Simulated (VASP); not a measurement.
Computed with PBE GGA, VASP's PBE PAW potentials (set 64) (plane waves; VASP).

A VASP calculation is set up with these files.

INCAR:
```
PREC=Accurate
ENCUT=520   # plane-wave cut-off (eV)
LMAXMIX=6
ALGO=Normal   # blocked Davidson
ISIF=2
LWAVE=F
LCHARG=T
EDIFF=1E-7
SYSTEM=AuAl2
NEDOS=601   # DOS grid
GGA=PE   # PBE
LORBIT=11   # lm-projected
LREAL=F   # projection in real space or not
NELM=100   # most electronic steps
ISMEAR=-5
LEFG=T
LASPH=T
```

**KPOINTS**
```
Automatic mesh
0
Gamma
10 10 10
0 0 0
```

POSCAR:
```
AuAl2
1
    0.0000000000     3.0280385627     3.0280385627
    3.0280385627     0.0000000000     3.0280385627
    3.0280385627     3.0280385627     0.0000000000
Al Au
2 1
Direct
  0.2500000000   0.2500000000   0.2500000000
  0.7500000000   0.7500000000   0.7500000000
  0.0000000000   0.0000000000   0.0000000000
```

POTCAR, in this order: Al Au (PBE.64 set). Program: vasp_std.

Question: What will the output report for the number of irreducible k-points (NKPTS), largest plane-wave count, number of space-group operations, FFT grid (NGX, NGY, NGZ)?

Answer: 
```yaml
number of irreducible k-points (NKPTS): 47
largest_plane_wave_count: 1524
number_of_space_group_operations: 48
FFT grid (NGX, NGY, NGZ): 32 × 32 × 32
```

The compound is AuAl2 in the fluorite structure. It was relaxed first. The electron count is odd and the run is not spin-polarised, which forces a metal.
